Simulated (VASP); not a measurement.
All values below come from PBEsol GGA, VASP's PBE PAW potentials (set 64) (plane waves; VASP).

A VASP calculation is set up with these files.

**POSCAR**
```
CuF
1.0
  2.6720999864   0.0000000002   0.0000000000
 -1.3360499930   2.3141063743   0.0000000000
  0.0000000000   0.0000000000   6.4243729725
Cu F
2 2
Direct
  0.0000000000   0.0000000000   0.0000000000
  0.0000000000   0.0000000000   0.5000000000
  0.3333330000   0.6666670000   0.2500000000
  0.6666670000   0.3333330000   0.7500000000
```

File KPOINTS:
```
K-points
0
Gamma
13 13 5
0 0 0
```

**INCAR**
```
SYSTEM  =  CuF
PREC  =  Accurate; ENCUT  =  620; LREAL  =  .FALSE.
LASPH  =  .TRUE.
EDIFF  =  1E-6; NELM  =  100; ALGO  =  Normal
LMAXMIX  =  4
ISMEAR  =  1; SIGMA  =  0.1
GGA  =  PS
IBRION  =  2; NSW  =  40; ISIF  =  3
EDIFFG  =  -0.02; PSTRESS  =  50
LWAVE  =  .FALSE.; LCHARG  =  .FALSE.
```

POTCAR, in this order: Cu F (PBE.64 set). Program: vasp_std.

The resulting files:

### OSZICAR
```
       N       E                     dE             d eps       ncg     rms          rms(c)
DAV:   1     0.374716362256E+03    0.37472E+03   -0.20692E+04  2892   0.304E+03
DAV:   2     0.335369923306E+02   -0.34118E+03   -0.32680E+03  2846   0.508E+02
DAV:   3    -0.158692584252E+02   -0.49406E+02   -0.47837E+02  3700   0.216E+02
DAV:   4    -0.173842052639E+02   -0.15149E+01   -0.15050E+01  3590   0.396E+01
DAV:   5    -0.174012827195E+02   -0.17077E-01   -0.17073E-01  3622   0.385E+00    0.941E+00
DAV:   6    -0.165691687675E+02    0.83211E+00   -0.17548E+01  3956   0.892E+01    0.743E+00
DAV:   7    -0.156041678032E+02    0.96500E+00   -0.38969E+00  3670   0.607E+01    0.208E+00
DAV:   8    -0.156090026972E+02   -0.48349E-02   -0.50736E-01  4278   0.700E+00    0.787E-01
DAV:   9    -0.155945623527E+02    0.14440E-01   -0.25271E-02  3700   0.277E+00    0.282E-01
DAV:  10    -0.155936026050E+02    0.95975E-03   -0.11397E-02  4386   0.220E+00    0.110E-01
DAV:  11    -0.155934692793E+02    0.13333E-03   -0.11090E-03  4266   0.710E-01    0.207E-02
DAV:  12    -0.155934747732E+02   -0.54940E-05   -0.79808E-05  4064   0.125E-01    0.131E-02
DAV:  13    -0.155934732200E+02    0.15533E-05   -0.16731E-05  3850   0.372E-02    0.258E-03
DAV:  14    -0.155934734228E+02   -0.20279E-06   -0.62207E-07  1704   0.116E-02
   1 F= -.14353746E+02 E0= -.14354063E+02  d E =-.143537E+02
       N       E                     dE             d eps       ncg     rms          rms(c)
DAV:   1    -0.156063698716E+02   -0.12897E-01   -0.26510E-01  3636   0.703E+00    0.711E-01
DAV:   2    -0.156004977165E+02    0.58722E-02   -0.31972E-02  3558   0.345E+00    0.297E-01
DAV:   3    -0.155991844415E+02    0.13133E-02   -0.54339E-03  3832   0.189E+00    0.197E-01
DAV:   4    -0.155986093414E+02    0.57510E-03   -0.83450E-04  3842   0.791E-01    0.562E-02
DAV:   5    -0.155985621757E+02    0.47166E-04   -0.16502E-04  4156   0.155E-01    0.105E-02
DAV:   6    -0.155985623978E+02   -0.22213E-06   -0.17411E-05  3980   0.878E-02    0.879E-03
DAV:   7    -0.155985610858E+02    0.13120E-05   -0.33770E-06  2210   0.518E-02    0.127E-03
DAV:   8    -0.155985612727E+02   -0.18685E-06   -0.21407E-06  2050   0.183E-02
   2 F= -.14354674E+02 E0= -.14355009E+02  d E =-.927932E-03
       N       E                     dE             d eps       ncg     rms          rms(c)
DAV:   1    -0.156014604042E+02   -0.28993E-02   -0.41480E-02  3624   0.277E+00    0.282E-01
DAV:   2    -0.156005376652E+02    0.92274E-03   -0.50528E-03  3546   0.137E+00    0.118E-01
DAV:   3    -0.156003324992E+02    0.20517E-03   -0.86306E-04  3818   0.754E-01    0.782E-02
DAV:   4    -0.156002423561E+02    0.90143E-04   -0.13129E-04  3830   0.313E-01    0.224E-02
DAV:   5    -0.156002351575E+02    0.71986E-05   -0.26111E-05  4156   0.614E-02    0.419E-03
DAV:   6    -0.156002350451E+02    0.11234E-06   -0.16520E-06  2142   0.348E-02
   3 F= -.14354697E+02 E0= -.14355041E+02  d E =-.951283E-03
       N       E                     dE             d eps       ncg     rms          rms(c)
DAV:   1    -0.156058294535E+02   -0.55943E-02   -0.20245E-01  3484   0.637E+00    0.752E-01
DAV:   2    -0.155988752135E+02    0.69542E-02   -0.48162E-02  3486   0.449E+00    0.294E-01
DAV:   3    -0.155972789029E+02    0.15963E-02   -0.90756E-03  3972   0.251E+00    0.173E-01
DAV:   4    -0.155968894553E+02    0.38945E-03   -0.55446E-04  4060   0.591E-01    0.666E-02
DAV:   5    -0.155968225005E+02    0.66955E-04   -0.16319E-04  4332   0.203E-01    0.169E-02
DAV:   6    -0.155968195120E+02    0.29885E-05   -0.22954E-05  3934   0.916E-02    0.472E-03
DAV:   7    -0.155968189514E+02    0.56065E-06   -0.17437E-06  2280   0.268E-02
   4 F= -.14355221E+02 E0= -.14355579E+02  d E =-.523825E-03
```

### OUTCAR
```
------------------------ aborting loop because EDIFF is reached ----------------------------------------
  FORCE on cell =-STRESS in cart. coord.  units (eV):
  Direction    XX          YY          ZZ          XY          YZ          ZX
  --------------------------------------------------------------------------------------
  Total        1.1708336      1.1708335      1.1907950      0.0000000      0.0000000      0.0000000
  in kB       47.1502756     47.1502714     47.9541352      0.0000000      0.0000000      0.0000000
  external PRESSURE =      -2.5817726 kB  Pullay stress =      50.0000000 kB
  volume of cell :       39.79
      direct lattice vectors                 reciprocal lattice vectors
     2.664181002  0.000000000  0.000000000     0.375349873  0.216708360  0.000000000
    -1.332090501  2.307248325  0.000000000    -0.000000000  0.433416719  0.000000000
    -0.000000000 -0.000000000  6.472371617     0.000000000 -0.000000000  0.154502871
 POSITION                                       TOTAL-FORCE (eV/Angst)
 -----------------------------------------------------------------------------------
      1.33209      2.30725      6.47237         0.000000      0.000000      0.000000
      1.33209      2.30725      3.23619        -0.000000     -0.000000      0.000000
     -0.00000      1.53817      1.61809         0.000000      0.000000      0.000000
      1.33209      0.76908      4.85428        -0.000000     -0.000000     -0.000000
 -----------------------------------------------------------------------------------
    total drift:                                0.000000      0.000000      0.000000
  FREE ENERGIE OF THE ION-ELECTRON SYSTEM (eV)
  ---------------------------------------------------
  free  energy   TOTEN  =       -15.5968189514 eV

  energy  without entropy=      -15.5978911019  energy(sigma->0) =      -15.59717633
  enthalpy is  TOTEN    =       -14.3552211546 eV   P V=        1.2415977967

 reached required accuracy - stopping structural energy minimisation
```
(Selected blocks of OUTCAR.)

**CONTCAR**
```
CuF
   1.00000000000000
     2.6641810024873180    0.0000000002176439    0.0000000000000000
    -1.3320905010284585    2.3072483252693132    0.0000000000000000
    -0.0000000000000000   -0.0000000000000000    6.4723716168447751
  Cu              F
     2     2
Direct
     1.0000000000000000    1.0000000000000000    1.0000000000000000
     1.0000000000000000    1.0000000000000000    0.5000000000000000
     0.3333330000000032    0.6666669999999968    0.2500000000000000
     0.6666669999999968    0.3333330000000032    0.7500000000000000
```

The structure was generated: CuF was put into the NiAs type type (P6_3/mmc), which need not be its known phase. This run relaxes it under an external pressure of 5 GPa. Symmetry was kept, so distortions that lower it aren't found.
